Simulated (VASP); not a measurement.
Here is the system:

```
CELL_PARAMETERS angstrom
      0.00000     2.37117     2.37117
      2.37117     0.00000     2.37117
      2.37117     2.37117     0.00000
ATOMIC_POSITIONS crystal
  B  0.00000 0.00000 0.00000
  As 0.25000 0.25000 0.25000
```

Method: LDA (Ceperley-Alder, Perdew-Zunger), VASP's LDA PAW potentials (set 64) (plane waves; VASP). Run with 520 eV cut-off, 17×17×17 Γ-centred mesh, Gaussian smearing of 0.010 eV, potentials B As.

Problem. Give the direction-averaged independent-particle dielectric function (no local fields, no excitons; a broadening of 0.1 eV leaves a tail below the gap, and fine structure carries the noise of the k-mesh).

Solution. 
| ħω (eV) | ε₁ | ε₂ |
|---|---|---|
| 0.00 | 10.06 | 0.00 |
| 0.20 | 10.07 | 0.01 |
| 0.50 | 10.14 | 0.03 |
| 0.80 | 10.26 | 0.05 |
| 1.10 | 10.45 | 0.07 |
| 1.40 | 10.71 | 0.10 |
| 1.70 | 11.06 | 0.14 |
| 2.00 | 11.53 | 0.18 |
| 2.20 | 11.92 | 0.22 |
| 2.50 | 12.69 | 0.30 |
| 2.80 | 13.78 | 0.46 |
| 3.10 | 15.56 | 0.88 |
| 3.40 | 18.08 | 3.14 |
| 3.70 | 17.68 | 4.93 |
| 4.00 | 18.72 | 8.65 |
| 4.30 | 19.18 | 10.93 |
| 4.50 | 18.00 | 12.02 |
| 4.80 | 17.89 | 14.22 |
| 5.10 | 15.79 | 20.68 |
| 5.40 | 17.79 | 26.85 |
| 5.70 | -4.43 | 24.98 |
| 6.00 | 2.08 | 29.01 |
| 6.30 | -12.17 | 15.35 |
| 6.60 | -7.69 | 12.66 |
| 6.80 | -6.33 | 10.53 |
| 7.10 | -4.14 | 10.83 |
| 7.40 | -5.75 | 12.11 |
| 7.70 | -9.13 | 8.70 |
| 8.00 | -6.54 | 5.10 |
| 8.30 | -6.15 | 5.82 |
| 8.60 | -6.09 | 4.34 |
| 8.90 | -4.26 | 3.38 |
| 9.10 | -4.17 | 3.58 |
| 9.40 | -4.39 | 3.98 |
| 9.70 | -3.97 | 2.60 |
| 10.00 | -3.65 | 2.90 |
| 10.30 | -3.46 | 2.06 |
| 10.60 | -2.92 | 1.72 |
| 10.90 | -2.33 | 1.77 |
| 11.20 | -2.44 | 1.95 |
ε₂ peaks at 5.6 eV (height 35.4), 6.1 eV (height 31.9); ε₁(0) averages 10.06, so the electronic refractive index below the gap tends to √10.06 = 3.17.

The compound is BAs in the zinc blende structure. It was relaxed first.
